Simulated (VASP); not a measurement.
Given:

```
AlScGe
1.0
    1.96195    -4.89471     0.00000
    1.96195     4.89471     0.00000
    0.00000     0.00000     5.48833
Sc Al Ge
2 2 2
Direct
  0.68802   0.31198   0.75000
  0.31198   0.68802   0.25000
  0.00000   0.00000   0.00000
  0.00000   0.00000   0.50000
  0.38453   0.61547   0.75000
  0.61547   0.38453   0.25000
```

All values below come from PBEsol GGA, VASP's PBE PAW potentials (set 64) (plane waves; VASP). Run with 400 eV cut-off, Gaussian smearing of 0.050 eV, potentials Sc_sv Al Ge_d.

### Question
Give the energies of bands 21 to 32 at the high-symmetry points, in eV from the Fermi level.

### Answer

```
band      Γ      Y     C0      Z     A0      T      S      R
----  -----  -----  -----  -----  -----  -----  -----  -----
21    -5.37  -5.26  -7.57  -4.09  -6.51  -6.17  -7.70  -6.75
22    -3.93  -4.69  -4.44  -4.09  -6.51  -6.17  -4.69  -6.75
23    -2.72  -4.64  -3.86  -2.81  -4.36  -1.73  -3.71  -3.59
24    -2.65  -2.45  -2.98  -2.81  -4.36  -1.73  -3.07  -3.59
25    -1.84  -2.23  -2.98  -2.13  -1.49  -1.63  -2.75  -2.51
26    -1.56  -0.98  -2.51  -2.13  -1.49  -1.63  -2.05  -2.51
27    -1.42  -0.33  -1.63  -0.97  -1.15  -0.18  -1.79  -0.97
28    -0.96   0.38  -0.89  -0.97  -1.15  -0.18  -0.95  -0.97
29     0.43   0.96   0.04   1.20   0.92   0.90  -0.33   1.11
30     0.86   1.01   0.51   1.20   0.92   0.90   0.50   1.11
31     1.85   1.67   2.29   1.51   1.72   1.29   2.10   1.92
32     1.99   1.87   2.31   1.51   1.72   1.29   2.60   1.92
```

It has no gap at this level: it comes out as a metal or semimetal.

The structure comes from a computed database's ScAlGe entry (Cmcm); how it stands against other phases isn't given here. It was relaxed first.
